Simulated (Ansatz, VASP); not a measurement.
**Al2GaP3 in VASP and in Ansatz**

```
Al Ga P
1.0
     4.11288    0.00000    0.00000
    -2.05644    3.56186    0.00000
     0.00000    0.00000    7.17177
Al Ga P
2 1 3
Cartesian
  2.0564 1.1873 2.0328
  2.0564 1.1873 5.1390
  0.0000 0.0000 0.0000
  0.0000 0.0000 3.5859
  0.0000 2.3746 0.0000
  0.0000 2.3746 3.5859
```

Change from the starting cell: species swapped into the Ce2CuGe3 type (P-6m2, No. 187).

Alike in both runs: functional PBE; k mesh 6 × 6 × 4; occupations gaussian, width 0.1 eV; no spin polarisation.

Ansatz relaxed the structure, and its values are those at the end. VASP's run is a single point on that final structure, the one shown.

```csv
,VASP,Ansatz
version,VASP 6.6.1,Ansatz 0.2.0
potentials or method,"VASP PAW PBE potentials, release 64 (Al, Ga_d, P)","scalar-relativistic, plane waves, PAW"
plane-wave cutoff (eV),520,420
valence electrons in the cell,34,34
```

```csv
,VASP,Ansatz,Ansatz less VASP
gap on the k mesh at the Fermi level (eV),none,none,-
pressure (GPa),-0.1,0.0,+0.08
```

A gap of «none» marks a metal or a gap that the smearing closes. The functional is the same, so the differences come from potentials, cutoffs and numerics.
